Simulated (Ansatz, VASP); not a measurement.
## One calculation of BPd4, two programs

```
CELL_PARAMETERS angstrom
-2.68809 2.68809 2.68809
2.68809 -2.68809 2.68809
2.68809 2.68809 -2.68809
ATOMIC_POSITIONS crystal
B 0.00000 0.00000 0.00000
Pd 0.43174 0.43174 0.43174
Pd 0.56826 0.00000 0.00000
Pd 0.00000 0.00000 0.56826
Pd 0.00000 0.56826 0.00000
```

Change from the starting cell: species swapped into the GeF4 type (I-43m, No. 217).

Alike in both runs: functional PBE; k mesh 4 × 4 × 4; occupations gaussian, width 0.1 eV; no spin polarisation.

Ansatz relaxed the structure, and its values are those at the end. VASP's run is a single point on that final structure, the one shown.

|  | VASP | Ansatz |
| --- | --- | --- |
| version | VASP 6.6.1 | Ansatz 0.2.0 |
| potentials or method | VASP PAW PBE potentials, release 64 (B, Pd) | scalar-relativistic, plane waves, PAW |
| plane-wave cutoff (eV) | 520 | 420 |
| valence electrons in the cell | 43 | 75 |

|  | VASP | Ansatz | Ansatz less VASP |
| --- | --- | --- | --- |
| gap on the k mesh at the Fermi level (eV) | none | none | - |
| pressure (GPa) | 0.2 | 0.1 | -0.04 |
| rms of the force components (eV/Å) | 0.044 | 0.016 | -0.0272 |

A gap of «none» marks a metal or a gap that the smearing closes. The two sets of potentials don't hold the same shells in valence.

Caveats: the k mesh is coarse (spacing up to 0.41 Å⁻¹), so the values aren't converged.
